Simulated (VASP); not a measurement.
Input for VASP

File KPOINTS:
```
Automatic mesh
0
Gamma
10 10 10
0 0 0
```

### POSCAR
```
HfC
1
    0.0000000000     2.3200000000     2.3200000000
    2.3200000000     0.0000000000     2.3200000000
    2.3200000000     2.3200000000     0.0000000000
Hf C
1 1
Direct
  0.0000000000   0.0000000000   0.0000000000
  0.5000000000   0.5000000000   0.5000000000
```

### INCAR
```
SYSTEM = HfC
PREC = Accurate
ENCUT = 520
EDIFF = 1E-6
NELM = 100
ALGO = Normal
LREAL = .FALSE.
LASPH = .TRUE.
ISMEAR = 1
SIGMA = 0.1
GGA = PE
LMAXMIX = 6
LWAVE = .FALSE.
LCHARG = .FALSE.
ISIF = 2
ISPIN = 2
MAGMOM = 1.0 1.0 1.0
```

POTCAR, in this order: Hf_pv C (PBE.64 set). Program: vasp_std.

### Question
One choice in this input is risky. Which, and does it do harm here?

### Answer
The risk: MAGMOM holds more values than there are atoms. Here it does no harm: the run (PBE GGA, plane waves, VASP's PBE PAW potentials (set 64)) converges to the same energy and pressure as with the safe setting.
**OSZICAR**
```
       N       E                     dE             d eps       ncg     rms          rms(c)
DAV:   1     0.245480472123E+02    0.24548E+02   -0.76118E+03  2256   0.111E+03
DAV:   2    -0.219978614041E+02   -0.46546E+02   -0.44422E+02  2920   0.216E+02
DAV:   3    -0.236722502172E+02   -0.16744E+01   -0.16624E+01  2824   0.306E+01
DAV:   4    -0.236849955901E+02   -0.12745E-01   -0.12741E-01  2616   0.301E+00
DAV:   5    -0.236851014687E+02   -0.10588E-03   -0.10587E-03  2872   0.244E-01    0.581E+01
DAV:   6    -0.210652587993E+02    0.26198E+01   -0.16849E+01  2592   0.210E+01    0.415E+01
DAV:   7    -0.210481268145E+02    0.17132E-01   -0.57791E-01  2624   0.563E+00    0.249E+01
DAV:   8    -0.210625170811E+02   -0.14390E-01   -0.70648E-02  2656   0.244E+00    0.557E+00
DAV:   9    -0.210460286581E+02    0.16488E-01   -0.21557E-02  2612   0.107E+00    0.776E-01
DAV:  10    -0.210433260545E+02    0.27026E-02   -0.23175E-03  2628   0.390E-01    0.866E-01
DAV:  11    -0.210425934887E+02    0.73257E-03   -0.12351E-04  2720   0.103E-01    0.439E-01
DAV:  12    -0.210424858685E+02    0.10762E-03   -0.70262E-05  2716   0.636E-02    0.699E-02
DAV:  13    -0.210424852613E+02    0.60726E-06   -0.29240E-06  2332   0.151E-02
   1 F= -.21042485E+02 E0= -.21042599E+02  d E =0.341983E-03  mag=     0.0002
```

The compound is HfC in the rock salt structure. The cell was not relaxed at this level.
